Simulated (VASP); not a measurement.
These are PBE GGA, VASP's PBE PAW potentials (set 64) (plane waves; VASP) values and carry that method's errors.

Input for VASP

**POSCAR**
```
CdS
1.0
  0.0000000000   2.9676447403   2.9676447403
  2.9676447403   0.0000000000   2.9676447403
  2.9676447403   2.9676447403   0.0000000000
Cd S
1 1
Cartesian
  0.0000000000   0.0000000000   0.0000000000
  1.4838223701   1.4838223701   1.4838223701
```

### KPOINTS
```
Automatic mesh
0
Gamma
7 7 7
0 0 0
```

INCAR:
```
SYSTEM = CdS
PREC = Accurate; ENCUT = 480; LREAL = .FALSE.
LASPH = .TRUE.
EDIFF = 1E-6; NELM = 100; ALGO = Normal
LMAXMIX = 4
ISMEAR = 0; SIGMA = 0.05
GGA = PE
IBRION = 2; NSW = 60; ISIF = 3
EDIFFG = -0.01
LWAVE = .FALSE.; LCHARG = .FALSE.
```

POTCAR, in this order: Cd S (PBE.64 set). Program: vasp_std.

What VASP printed:

File OSZICAR:
```
       N       E                     dE             d eps       ncg     rms          rms(c)
DAV:   1     0.101405551979E+03    0.10141E+03   -0.87140E+03   536   0.118E+03
DAV:   2    -0.216099431720E+01   -0.10357E+03   -0.99532E+02   615   0.282E+02
DAV:   3    -0.666726143861E+01   -0.45063E+01   -0.44938E+01   615   0.607E+01
DAV:   4    -0.670063067260E+01   -0.33369E-01   -0.33364E-01   585   0.523E+00
DAV:   5    -0.670113334316E+01   -0.50267E-03   -0.50267E-03   630   0.617E-01    0.751E+00
DAV:   6    -0.616372963421E+01    0.53740E+00   -0.10827E+00   719   0.138E+01    0.603E+00
DAV:   7    -0.614646013325E+01    0.17270E-01   -0.20134E-01   545   0.358E+00    0.306E+00
DAV:   8    -0.614663321397E+01   -0.17308E-03   -0.18780E-02   550   0.204E+00    0.270E-01
DAV:   9    -0.614647023853E+01    0.16298E-03   -0.25140E-03   610   0.807E-01    0.702E-02
DAV:  10    -0.614664265855E+01   -0.17242E-03   -0.29530E-04   555   0.169E-01    0.823E-02
DAV:  11    -0.614673123798E+01   -0.88579E-04   -0.13798E-04   548   0.124E-01    0.163E-02
DAV:  12    -0.614671924638E+01    0.11992E-04   -0.43900E-05   672   0.955E-02    0.829E-03
DAV:  13    -0.614672050441E+01   -0.12580E-05   -0.46372E-06   540   0.153E-02    0.612E-03
DAV:  14    -0.614672037515E+01    0.12925E-06   -0.16436E-07   340   0.306E-03
   1 F= -.61467204E+01 E0= -.61467204E+01  d E =-.614672E+01
```

**OUTCAR**
```
------------------------ aborting loop because EDIFF is reached ----------------------------------------
  FORCE on cell =-STRESS in cart. coord.  units (eV):
  Direction    XX          YY          ZZ          XY          YZ          ZX
  --------------------------------------------------------------------------------------
  Total        0.0079202      0.0079202      0.0079202      0.0000000      0.0000000      0.0000000
  in kB        0.2427610      0.2427610      0.2427610      0.0000000      0.0000000      0.0000000
  external PRESSURE =       0.2427610 kB  Pullay stress =       0.0000000 kB
  volume of cell :       52.27
      direct lattice vectors                 reciprocal lattice vectors
     0.000000000  2.967644740  2.967644740    -0.168483779  0.168483779  0.168483779
     2.967644740  0.000000000  2.967644740     0.168483779 -0.168483779  0.168483779
     2.967644740  2.967644740  0.000000000     0.168483779  0.168483779 -0.168483779
  FREE ENERGIE OF THE ION-ELECTRON SYSTEM (eV)
  ---------------------------------------------------
  free  energy   TOTEN  =        -6.1467203752 eV

  energy  without entropy=       -6.1467203752  energy(sigma->0) =       -6.14672038

 reached required accuracy - stopping structural energy minimisation
```
(Selected blocks of OUTCAR.)

OUTCAR:
```
 val. band max:        0.8831314718   @ k =   0.0000   0.0000   0.0000

 cond. band min:       1.9161373811   @ k =   0.0000   0.0000   0.0000


 Fermi energy:         1.1028676781

 k-point     1 :       0.0000    0.0000    0.0000
  band No.  band energies     occupation
      1     -11.1808      2.00000
      2      -6.6728      2.00000
      3      -6.6728      2.00000
      4      -6.6728      2.00000
      5      -6.2611      2.00000
      6      -6.2611      2.00000
      7       0.8831      2.00000
      8       0.8831      2.00000
      9       0.8831      2.00000
     10       1.9161      0.00000
     11       7.4330      0.00000
     12       7.4330      0.00000
     13       7.4330      0.00000

 k-point     2 :       0.1429    0.0000    0.0000
  band No.  band energies     occupation
      1     -11.1097      2.00000
      2      -6.6479      2.00000
      3      -6.6479      2.00000
      4      -6.6046      2.00000
      5      -6.2618      2.00000
      6      -6.2618      2.00000
      7      -0.3059      2.00000
      8       0.7425      2.00000
      9       0.7425      2.00000
     10       2.8945      0.00000
     11       7.1154      0.00000
     12       7.6661      0.00000
     13       7.6661      0.00000

 k-point     3 :       0.2857    0.0000    0.0000
  band No.  band energies     occupation
      1     -10.9494      2.00000
      2      -6.5995      2.00000
      3      -6.5995      2.00000
      4      -6.3651      2.00000
      5      -6.2532      2.00000
      6      -6.2532      2.00000
      7      -1.8659      2.00000
      8       0.4506      2.00000
      9       0.4506      2.00000
     10       3.6701      0.00000
     11       7.2562      0.00000
     12       7.9444      0.00000
     13       7.9444      0.00000

 k-point     4 :       0.4286    0.0000    0.0000
  band No.  band energies     occupation
      1     -10.8213      2.00000
      2      -6.5714      2.00000
      3      -6.5714      2.00000
...
```

The structure comes from a computed database's CdS entry (F-43m); how it stands against other phases isn't given here. It was relaxed first. The start is the result of an earlier pass.
